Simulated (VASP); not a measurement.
Crystal: Ti2SnTe2.

```
Ti Sn Te
1.0
     4.58354    0.00000    0.00000
    -2.29177    3.96946    0.00000
     0.00000    0.00000    7.63183
Ti Sn Te
2 1 2
Direct
  0.33333 0.66667 0.61946
  0.66667 0.33333 0.38054
  0.00000 0.00000 0.00000
  0.33333 0.66667 0.23811
  0.66667 0.33333 0.76189
```

The cell was built by a generator and needn't be a form met in nature.

| Quantity | Value |
| --- | --- |
| Program | VASP 6.6.1 |
| Task | relaxation of cell and atoms |
| Functional | PBE |
| Potentials or basis | VASP PAW PBE potentials, release 64 (Ti_sv, Sn_d, Te) |
| Cutoff | 520 eV |
| k mesh | 4 × 4 × 2 |
| Occupations | gaussian, width 0.15 eV |
| Spin | no spin polarisation |

At the start: pressure -3.1 GPa; volume 27.77 Å³/atom.

How do energy, volume and symmetry change on relaxing?

Over 14 steps the energy falls by 86.4 meV/atom and the volume is 27.55 Å³/atom (-0.8 %); space group P-3m1 (No. 164, to 0.05 Å).

Step by step:
```tsv
step	energy change (eV)	largest force (eV/Å)	pressure (GPa)	volume (Å³)
1	0.0000	1.3254	-3.11	138.85
2	-0.2012	0.5118	1.88	128.28
3	-0.2073	0.6449	1.41	129.54
4	-0.2707	0.3530	0.76	131.57
5	-0.3037	0.4928	0.25	134.15
6	-0.3559	0.2133	-0.08	135.69
7	-0.4089	0.3079	-1.12	139.45
8	-0.4277	0.1651	-0.08	137.83
9	-0.4283	0.1733	-0.22	137.71
10	-0.4283	0.1706	0.17	137.45
11	-0.4286	0.2213	0.26	137.52
12	-0.4286	0.2331	0.25	137.61
13	-0.4286	0.2354	0.09	137.66
14	-0.4318	0.0619	0.11	137.77
```

Final structure:
```cif
data_structure
_symmetry_space_group_name_H-M 'P 1'
_symmetry_Int_Tables_number 1
_cell_length_a 4.4492
_cell_length_b 4.4492
_cell_length_c 8.0366
_cell_angle_alpha 90.000
_cell_angle_beta 90.000
_cell_angle_gamma 120.000
_cell_volume 137.77
loop_
_atom_site_label
_atom_site_type_symbol
_atom_site_fract_x
_atom_site_fract_y
_atom_site_fract_z
_atom_site_occupancy
Ti1 Ti 0.33333 0.66667 0.61244 1
Ti2 Ti 0.66667 0.33333 0.38756 1
Sn1 Sn 0.00000 0.00000 0.00000 1
Te1 Te 0.33333 0.66667 0.27471 1
Te2 Te 0.66667 0.33333 0.72529 1
```

Caveat: the k mesh is coarse (spacing up to 0.41 Å⁻¹), so the values aren't converged.
